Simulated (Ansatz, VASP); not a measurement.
# Cross-check of Ta (Ta(110)) between VASP and Ansatz

Aim: how closely do two programs agree when they are given the same cell, functional and k mesh? Of the first pair: The structure shown is the start of the Ansatz relaxation below; VASP solves that cell, so the two are compared at the walk's first step.

Program: Ansatz 0.2.0. Level of theory: plane waves, with VASP 6.6.1 beside it; single point at PBE. Results are calculated unless marked as measured.

## 1. The structure

The cell holds 6 atoms: 6 Ta. Its edges and angles: a = 2.867 Å, b = 2.867 Å, c = 27.703 Å, α = 90.0°, β = 90.0°, γ = 70.5°. Vacuum lies along c.

## 2. Ansatz: relaxation, PBE

Ansatz runs on its default PAW (the set named soft_2) files.

The two programs are compared at the cell with which this relaxation starts, whose forces are those of its first step.

input.yaml reads:

```yaml
crystal:
  lattice:
    - [2.3405234457, -1.655, 0.0]
    - [2.3405234457, 1.655, 0.0]
    - [0.0, 0.0, 27.7026172286]
  atoms:
    - { symbol: Ta, position: [0.0, 0.0, 0.2887813788] }
    - { symbol: Ta, position: [0.5, 0.5, 0.3732688273] }
    - { symbol: Ta, position: [0.0, 0.0, 0.4577562758] }
    - { symbol: Ta, position: [0.5, 0.5, 0.5422437242] }
    - { symbol: Ta, position: [0.0, 0.0, 0.6267311727] }
    - { symbol: Ta, position: [0.5, 0.5, 0.7112186212] }
kpoints:
  mp_grid: { grid: [12, 12, 1] }
hamiltonian:
  xc: pbe
scf:
  occupations: { method: fermi_dirac, width: 0.1 }
efield:
  axis: 3
  dipole_correction: true
  ramp_width: 0.05
relax:
  f_tol: 0.02
  max_steps: 60
  constraints: [{ sites: [0, 1, 2] }]
output:
  write_potential: true
  write_density: true
  volumetric_format: npy
```

The run is started by

```bash
$ ansatz run input.yaml --threads 4 --pin off --max-ram 8192MiB --backend cpu --events-out ev --progress --plain --runs-dir out
```

Numbers of over 12 decimals in the logs are rounded to 6 here.

What it wrote:

```text
Engine: ansatz 0.2.0, x86_64-unknown-linux-gnu
Pseudopotentials: kind: paw
Pseudopotential: Ta, paw, valence charge 13, recommended cutoff 420 eV (normal), Ta.paw.azcp
Functional definition: PBE
  parameter kappa = 0.804
  parameter beta = 0.066725
  exchange = pbe_x(kappa = kappa, mu = beta*pi^2/3)
  correlation = pbe_c(beta = beta)
Crystal: 6 atoms, lattice volume = 214.616 Å³
Basis set: ecut = 420 eV, 4199 PW (Γ), exchange–correlation on 40×40×384 points (8 copies of the dense FFT grid, shifted against one another)
Bands: 47, of which v1, the nominal top of the filled ones, is band 39 counted from 1 (38 counted from 0)
Symmetry: 4 space group operations
k-points: 43 of 144
Non-local potential: Ta, projectors of the file, l = 0: 3, l = 1: 2, l = 2: 2, l = 3: 1
PAW form: soft (Blöchl's): semilocal exchange-correlation on the pseudo side does not see the compensation charge
PAW one-centre angular grid: Ta, 590 points (default); XC on 64 Gauss nodes
Initial density: superposition of atomic densities (neutral atoms: chi_scale 0, normalization atom), corrected by the library's trained network
Initial wavefunctions: pseudopotential atomic-orbital guess
Functional: x = pbe(κ = 0.804, μ = 0.219515), c = pbe(β = 0.066725)
SCF iter   1: F=—  HF=-59591.451042 eV  |F-HF|=—  |Δ(HF+E_count)|=         —  Δρ=1.04e-2  dr2=1.05e1  ethr=1.77e-3  p=0.000 e·Å  D=1.97e-13 V/Å  ΔV_dip=-0.00 eV  dr2_dipole=1.34e-6  V_vac-E_F(+/−)=5.12/5.12 eV  ⟨swp⟩=8.1  Hψ=9319  notcnv=0
efield: sawtooth ramp at fractional position 0.9750 (placed from the atoms, in the widest stretch of the axis that holds none; the zero of the levels goes with the place), width 0.0500; the density the first Hamiltonian is built on has a dipole p = 0.000 e·Å; the dipole correction subtracts the counter field D = 1.97e-13 V/Å, which shifts the + side's vacuum level by -0.00 eV against the − side's; the planar-averaged density in the ramp window peaks in size at 2.8e-5 e/Å³
preconditioner: auto → LDOS  [metal: Δε(μ)=0.004 eV  Ē_g=3.866 eV  σ=0.100 eV  W_gap=0.01  n_scr=20 (ndim 8)  ℏωp=13.9 eV  f_vac=0.431  D(μ)=7.58/eV (n_scr^D=58)  β→1.0]
SCF iter   2: F=—  HF=-59591.294466 eV  |F-HF|=—  |Δ(HF+E_count)|=   1.57e-1  Δρ=1.76e-3  dr2=1.19e-2  ethr=1.77e-3  p=0.000 e·Å  D=5.50e-5 V/Å  ΔV_dip=-0.00 eV  dr2_dipole=2.56e-7  V_vac-E_F(+/−)=4.79/4.79 eV  ⟨swp⟩=3.2  Hψ=2591  notcnv=0
SCF iter   3: F=—  HF=-59591.296460 eV  |F-HF|=—  |Δ(HF+E_count)|=   1.99e-3  Δρ=5.44e-4  dr2=3.24e-3  ethr=1.53e-5  p=-0.000 e·Å  D=-8.24e-7 V/Å  ΔV_dip=0.00 eV  dr2_dipole=1.94e-7  V_vac-E_F(+/−)=4.79/4.79 eV  ⟨swp⟩=2.7  Hψ=3704  notcnv=0  defer=1
SCF iter   4: F=—  HF=-59591.296324 eV  |F-HF|=—  |Δ(HF+E_count)|=   1.36e-4  Δρ=1.44e-4  dr2=7.39e-5  ethr=4.15e-6  p=0.000 e·Å  D=4.78e-6 V/Å  ΔV_dip=-0.00 eV  dr2_dipole=2.56e-10  V_vac-E_F(+/−)=4.78/4.78 eV  ⟨swp⟩=2.4  Hψ=3249  notcnv=0  defer=1
iter 5 did not close the SCF: its close was put off for the readings that it lacked (scf_convergence_deferred on its scf_iter line)
SCF iter   5: F=-59591.296332 eV  HF=-59591.296333 eV  |F-HF|=1.15e-6  |Δ(HF+E_count)|=   9.09e-6  Δρ=5.24e-5  dr2=8.24e-6  ethr=9.48e-8  p=0.000 e·Å  D=1.97e-6 V/Å  ΔV_dip=-0.00 eV  dr2_dipole=1.65e-10  V_vac-E_F(+/−)=4.78/4.78 eV  ⟨swp⟩=3.0  Hψ=3875  notcnv=0  defer=1
SCF iter   6: F=-59591.296336 eV  HF=-59591.296336 eV  |F-HF|=4.87e-7  |Δ(HF+E_count)|=   2.73e-6  Δρ=1.90e-5  dr2=6.63e-7  ethr=1.06e-8  p=0.000 e·Å  D=1.16e-6 V/Å  ΔV_dip=-0.00 eV  dr2_dipole=5.04e-15  V_vac-E_F(+/−)=4.78/4.78 eV  ⟨swp⟩=11.6  Hψ=19723  notcnv=0
SCF 1 converged in 6 iterations: F = -59591.296336 eV  dr2 = 6.63e-7
  greatest PAW one-centre occupation: 0.999 electrons in one spin orbital (limit 2), on the Ta atom at site 2 (counted from 0), in its partial waves of l = 0
relax step   1: F+E_penalty+E_count = -59591.29633624 eV  Δ(F+E_penalty+E_count) = +0.000e0 eV  max|allowed force component| = 4.040e-1 eV/Å  Δτ_max = 0.0000 Å  (6 SCF iters, dr2 threshold 1.00e-5 eV, accepted)
[...]
relax step   3: F+E_penalty+E_count = -59591.31549585 eV  Δ(F+E_penalty+E_count) = -1.916e-2 eV  max|allowed force component| = 3.725e-2 eV/Å  Δτ_max = 0.0594 Å  (9 SCF iters, accepted)
[...]
relax step   4: F+E_penalty+E_count = -59591.31557943 eV  Δ(F+E_penalty+E_count) = -8.358e-5 eV  max|allowed force component| = 4.368e-3 eV/Å  Δτ_max = 0.0032 Å  (5 SCF iters, accepted)
NSCF: frozen V_eff on 43 k-points
the band table was solved once a step of the walk had ended and its energy, with any forces and stress, was formed, with the checks that follow a solve (11483 applications of the Hamiltonian). They found nothing against the state; the energy, forces and stress were not computed again (output.eigenvalues in the input reference)
WARN: The output density's exchange-correlation potential varies sharply where the density is thin. Do not read a vacuum level from v_tot or v_xc, or from such a field of the output density. On a cell that repeats whose density bears no net charge and no dipole along the vacuum's axis use v_es (v_loc + v_h of the components); under efield.dipole_correction with no amplitude use v_es + v_field, which holds any externa [...]
SCF converged after 5 iterations
Free energy (F): -59591.315579 eV
Harris-Foulkes:  -59591.315579 eV  (|F-HF|=4.56e-8)
Internal energy: -59591.042007 eV  (E = F + TS)
E sigma→0 (E₀):  -59591.178793 eV
Entropy (-TS):   -0.273573 eV (-45.595 meV/atom)
Fermi energy:    7.207280 eV
Dipole field:    D = 0.001546 V/Å  (p = 0.001834 e·Å, saw-weighted, corrected)
Work function:   Φ+ = 4.7322 eV   Φ− = 4.7750 eV
Levels:          The Fermi level and band energies are counted from a zero that moves with the ramp; work functions are not
--- Per-component energies (eV) ---
  E_band       = -1519.408486
  E_kinetic    = 2189.361041
  E_local      = -84823.934812  (includes V_loc(G=0)·N_el)
  E_nonlocal   = 89.232231
  E_hartree    = 41460.921702
  E_xc         = -1306.872673
  E_vxc        = -1219.100433  (∫ρ·V_xc dr)
  E_paw        = -50379.149069  (= ΣΔE_a)
  E_vpaw       = -676.824353  (= ΣTr[D̂ρ^β])
  E_aug_tail   = 0.000822  (compensation charges beyond the density's cutoff)
  E_efield     = 0.000001  (sawtooth field / dipole correction)
  E_vefield    = 0.000204  (∫n·V_field dr)
  E_ewald      = 33179.398749
  E_smearing   = -0.273573  (= −TS)
  E_closure    = 0.000000  (closes the sum)
  Σ components = -59591.315579   (vs F -59591.315579, Δ=0.00e0)
--- Forces (eV/Å), atoms counted from 1 ---
  atom   1  Ta     0.00000000     0.00000000     0.40128352
  atom   2  Ta     0.00000000     0.00000000    -0.38784227
  atom   3  Ta     0.00000000     0.00000000    -0.01434313
  atom   4  Ta     0.00000000     0.00000000    -0.00181816
  atom   5  Ta     0.00000000     0.00000000     0.00436772
  atom   6  Ta     0.00000000     0.00000000    -0.00163288
  max |Σ_I F_I| component: 1.48e-5 eV/Å
--- Band table (eV; the first three rows and the last of 43) ---
  k-point 0: bands = [... 35 lower, 6.8634, 7.2899, 7.3485, 7.5422, 7.7542, 7.8133, 7.9481, 8.1093, ... 4 higher]
  k-point 1: bands = [... 35 lower, 6.8483, 7.0913, 7.3105, 7.4639, 7.6342, 7.6949, 7.9460, 8.1449, ... 4 higher]
  k-point 2: bands = [... 35 lower, 6.7343, 6.8153, 7.0185, 7.1512, 7.3382, 7.3790, 7.4990, 8.4034, ... 4 higher]
  k-point 42: bands = [... 35 lower, 6.4646, 7.4338, 7.6380, 8.9308, 9.0822, 9.2074, 9.3122, 9.4546, ... 4 higher]
--- Relaxed structure (4 steps of the walk, 3 accepted, 0 SCFs on fresh bases) ---
  F+E_penalty+E_count = -59591.31557943 eV   max|allowed force component| = 4.368e-3 eV/Å
  atoms:
    - { symbol: Ta, position: [0.0, 0.0, 0.2887813788] }
    - { symbol: Ta, position: [0.5, 0.5, 0.3732688273] }
    - { symbol: Ta, position: [0.0, 0.0, 0.4577562758] }
    - { symbol: Ta, position: [0.5, 0.5, 0.542912] }
    - { symbol: Ta, position: [0.0, 0.0, 0.627760] }
    - { symbol: Ta, position: [0.5, 0.5, 0.709160] }
```

## 3. VASP: single point, PBE, start cell, pair 1

The same cell, functional, mesh and smearing now go to VASP, with its own data sets.

Lines of VASP's logs that name or quote its potential files are left out, and so is its time.

INCAR reads:

```
SYSTEM = Ta
PREC = Accurate
ENCUT = 400
EDIFF = 1E-06
NELM = 120
ISMEAR = -1
SIGMA = 0.1
LREAL = .FALSE.
ALGO = Normal
GGA = PE
NBANDS = 40
LASPH = .TRUE.
LORBIT = 11
LWAVE = .FALSE.
LCHARG = .FALSE.
ISIF = 2
LDIPOL = .TRUE.
IDIPOL = 3
DIPOL = 0.5 0.5 0.5
LVHAR = .TRUE.
GGA_COMPAT = .FALSE.
NELMDL = -8
KPAR = 2
```

POSCAR reads:

```
Ta
1.0
    2.3405234457     -1.6550000000      0.0000000000
    2.3405234457      1.6550000000      0.0000000000
    0.0000000000      0.0000000000     27.7026172286
Ta
6
Direct
    0.9999999048      0.0000000000      0.2887813788
    0.4999999048      0.5000000000      0.3732688112
    0.9999999048      0.0000000000      0.4577562796
    0.4999999048      0.5000000000      0.5422437120
    0.9999999048      0.0000000000      0.6267311805
    0.4999999048      0.5000000000      0.7112186129
```

KPOINTS reads:

```
Automatic mesh
0
Gamma
12 12 1
0 0 0
```

PAW data sets: Ta_pv (PBE family, release 64).

The run is started by

```bash
$ mpirun -np 2 vasp_std
```

What it wrote:

```text
[banner, memory and clock lines left out]
running    2 mpi-ranks, on    1 nodes
 distrk:  each k-point on    1 cores,    2 groups
 distr:  one band on    1 cores,    1 groups

 POSCAR found type information on POSCAR Ta
 POSCAR found :  1 types and       6 ions
 LDA part: xc-table for (Slater+PW92), standard interpolation
 POSCAR, INCAR and KPOINTS ok, starting setup
 FFT: planning ... GRIDC
 FFT: planning ... GRID_SOFT
 FFT: planning ... GRID
 WAVECAR not read
 entering main loop
       N       E                     dE             d eps       ncg     rms          rms(c)
DAV:   1     0.517868671136E+03    0.51787E+03   -0.34370E+04  4416   0.127E+03
DAV:   2    -0.501169415498E+02   -0.56799E+03   -0.55506E+03  3976   0.384E+02
DAV:   3    -0.730565056264E+02   -0.22940E+02   -0.21813E+02  4480   0.671E+01
DAV:   4    -0.740039426457E+02   -0.94744E+00   -0.92585E+00  4648   0.120E+01
DAV:   5    -0.740386629592E+02   -0.34720E-01   -0.34499E-01  4736   0.198E+00
DAV:   6    -0.740401257893E+02   -0.14628E-02   -0.14609E-02  4728   0.348E-01
DAV:   7    -0.740402045628E+02   -0.78773E-04   -0.78734E-04  4736   0.663E-02
DAV:   8    -0.740402093237E+02   -0.47609E-05   -0.47594E-05  3904   0.133E-02    0.318E+01
DAV:   9    -0.111287435298E+03   -0.37247E+02   -0.25943E+02  5120   0.718E+01    0.262E+01
DAV:  10    -0.807207825662E+02    0.30567E+02   -0.62322E+02  5352   0.477E+01    0.215E+01
DAV:  11    -0.729434986514E+02    0.77773E+01   -0.88901E+01  4320   0.285E+01    0.972E+00
DAV:  12    -0.688771986956E+02    0.40663E+01   -0.18010E+01  4696   0.132E+01    0.455E+00
DAV:  13    -0.689147538334E+02   -0.37555E-01   -0.15803E+00  4416   0.533E+00    0.370E+00
DAV:  14    -0.689073627576E+02    0.73911E-02   -0.21871E-01  4664   0.324E+00    0.325E+00
[...]
DAV:  24    -0.686784738809E+02   -0.81033E-05   -0.11084E-05  3720   0.173E-02    0.103E-02
DAV:  25    -0.686784965822E+02   -0.22701E-04   -0.12173E-05  3160   0.127E-02    0.391E-03
DAV:  26    -0.686785276692E+02   -0.31087E-04   -0.33411E-06  2880   0.593E-03    0.210E-03
DAV:  27    -0.686785631554E+02   -0.35486E-04   -0.26251E-06  2816   0.782E-03    0.270E-03
DAV:  28    -0.686785700963E+02   -0.69409E-05   -0.29251E-07  2496   0.324E-03    0.181E-03
DAV:  29    -0.686785850215E+02   -0.14925E-04   -0.89624E-07  2520   0.396E-03    0.575E-04
DAV:  30    -0.686785869691E+02   -0.19476E-05   -0.10340E-07  2344   0.192E-03    0.242E-04
DAV:  31    -0.686785877312E+02   -0.76211E-06   -0.54328E-08  2232   0.695E-04
   1 F= -.68678588E+02 E0= -.68540712E+02  d E =-.275751E+00
```

OUTCAR, selected parts (step 3):

```text
ion  position               nearest neighbor table
   1  1.000  0.000  0.289-   2 2.87   2 2.87   2 3.31   2 3.31
   2  0.500  0.500  0.373-   1 2.87   1 2.87   3 2.87   3 2.87   1 3.31   1 3.31   3 3.31   3 3.31

  LATTYP: Found a base centered orthorhombic cell.
 ALAT       =     3.3100000000
 B/A-ratio  =     1.4142135624
 C/A-ratio  =     8.3693707639

 Subroutine GETGRP returns: Found  8 space group operations
 (whereof  4 operations were pure point group operations)

The static configuration has the point symmetry C_2v.
 The point group associated with its full space group is D_2h.

 Found     43 irreducible k-points:

   k-points           NKPTS =     43   k-points in BZ     NKDIM =     43   number of bands    NBANDS=     40

   dimension x,y,z NGX =    20 NGY =   20 NGZ =  192
   dimension x,y,z NGXF=    40 NGYF=   40 NGZF=  384

   ENCUT  =  400.0 eV  29.40 Ry    5.42 a.u.   4.67  4.67 45.18*2*pi/ulx,y,z

   NELECT =      66.0000    total number of electrons

 k-points in reciprocal lattice and weights: Automatic mesh
   0.00000000  0.00000000  0.00000000       0.007
   0.08333333  0.00000000  0.00000000       0.028
   0.16666667 -0.00000000  0.00000000       0.028
   0.25000000  0.00000000  0.00000000       0.028
   0.33333333 -0.00000000  0.00000000       0.028
   0.41666667  0.00000000  0.00000000       0.028
   0.50000000  0.00000000  0.00000000       0.014
   0.08333333  0.08333333  0.00000000       0.014
   0.16666667  0.08333333  0.00000000       0.028
[...]
-0.41666667  0.41666667  0.00000000       0.014
   0.50000000  0.50000000  0.00000000       0.007

 dipolmoment           0.000000      0.000000      0.000005 electrons x Angstroem

 average (electrostatic) potential at core
       1 -41.8905       2 -41.4668       3 -41.3751       4 -41.3751       5 -41.4668
       6 -41.8904

 E-fermi :   0.5717

 k-point     1 :       0.0000    0.0000    0.0000
  band No.  band energies     occupation
    ...
     28       0.1291      1.97636
     29       0.1660      1.96600
     30       0.2458      1.92599
     31       0.6363      0.68774
     32       0.6744      0.52721
     33       0.9053      0.06873
     34       1.1222      0.00810
     35       1.1600      0.00556
     36       1.2115      0.00332
     37       1.4996      0.00019
    ...

 k-point     2 :       0.0833    0.0000    0.0000
  band No.  band energies     occupation
    ...
     28       0.0498      1.98923
     29       0.1476      1.97162
     30       0.2247      1.93962
     31       0.4382      1.58340
     32       0.6498      0.62812
     33       0.8146      0.16202
     34       0.9228      0.05799
     35       1.0333      0.01960
     36       1.3126      0.00121
     37       1.4805      0.00023
    ...

 k-point     3 :       0.1667   -0.0000    0.0000
  band No.  band energies     occupation
    ...
     29      -0.0400      1.99560
     30       0.0903      1.98390
     31       0.1903      1.95682
     32       0.3812      1.74081
     33       0.4422      1.57005
     34       0.7052      0.41653
     35       0.7236      0.35915
     36       0.8099      0.16913
     37       1.7607      0.00001
     38       1.8037      0.00001
    ...

  Total       -3.1494411     -3.2068054     -1.6777459      0.0000000      0.0000000      0.0000000
  in kB      -23.5116052    -23.9398485    -12.5249202      0.0000000      0.0000000      0.0000000
  external PRESSURE =     -19.9921246 kB  Pullay stress =       0.0000000 kB

  energy-cutoff  :      400.00
  volume of cell :      214.62
      direct lattice vectors                 reciprocal lattice vectors
     2.340523446 -1.655000000  0.000000000     0.213627426 -0.302114804  0.000000000
     2.340523446  1.655000000  0.000000000     0.213627426  0.302114804  0.000000000
     0.000000000  0.000000000 27.702617229     0.000000000  0.000000000  0.036097672

 POSITION                                       TOTAL-FORCE (eV/Angst)
 -----------------------------------------------------------------------------------
      2.34052     -1.65500      8.00000        -0.000000      0.000000      0.401881
      2.34052      0.00000     10.34052         0.000000      0.000000     -0.410239
      2.34052     -1.65500     12.68105        -0.000000      0.000000     -0.089451
      2.34052      0.00000     15.02157        -0.000000      0.000000      0.089451
      2.34052     -1.65500     17.36209        -0.000000      0.000000      0.410239
      2.34052      0.00000     19.70262        -0.000000      0.000000     -0.401881
 -----------------------------------------------------------------------------------
    total drift:                                0.000297     -0.000244      0.000579

  FREE ENERGIE OF THE ION-ELECTRON SYSTEM (eV)
  ---------------------------------------------------
  free  energy   TOTEN  =       -68.6785877312 eV

  energy  without entropy=      -68.4028363122  energy(sigma->0) =      -68.54071202

 vacuum level on the upper side and lower side of the slab         5.348         5.348

 total charge
# of ion       s       p       d       tot
------------------------------------------
    1        0.374   6.088   2.360   8.823
    2        0.369   6.171   2.369   8.909
    3        0.370   6.171   2.380   8.921
    4        0.370   6.171   2.380   8.921
    5        0.369   6.171   2.369   8.909
    6        0.374   6.088   2.360   8.823
--------------------------------------------------
tot          2.226  36.862  14.218  53.306

[... 3 further parts left out ...]
```

## 4. Comparison

Known differences besides the potentials themselves: the data sets hold 78 valence electrons in Ansatz (on its default PAW (the set named soft_2) files) and 66 in VASP; the cutoff is 420 eV in Ansatz and 400 eV in VASP. Total energies have different zeros and are not compared.

Forces (eV/Å; atoms numbered as in POSCAR):

```tsv
atom	Ansatz x, y, z	VASP x, y, z
Ta1	0.000, 0.000, 0.404	0.000, 0.000, 0.402
Ta2	0.000, 0.000, -0.404	0.000, 0.000, -0.410
Ta3	0.000, 0.000, -0.090	0.000, 0.000, -0.089
Ta4	0.000, 0.000, 0.090	0.000, 0.000, 0.089
Ta5	0.000, 0.000, 0.404	0.000, 0.000, 0.410
Ta6	0.000, 0.000, -0.404	0.000, 0.000, -0.402
```

The forces differ by 2.2 meV/Å r.m.s., which is 1.1 % of the r.m.s. force of 0.194 eV/Å (both taken over all components). With vacuum in the cell, a pressure given here is an average over mostly empty space and none of the material.

[end of part 1 of 2]

[Lines on the potential files, build, host, timing and source positions are cut from VASP's logs without a mark.]

[Logs are printed without paths, hosts, clocks, repeated set-up lines and the standing remarks that a program may print on its own settings, such as how far it seeks lower states.]

[Hosts, paths, dates, database ids (printed as entryN), source tags and the programs' standing remarks are cut or masked in the printed files.]
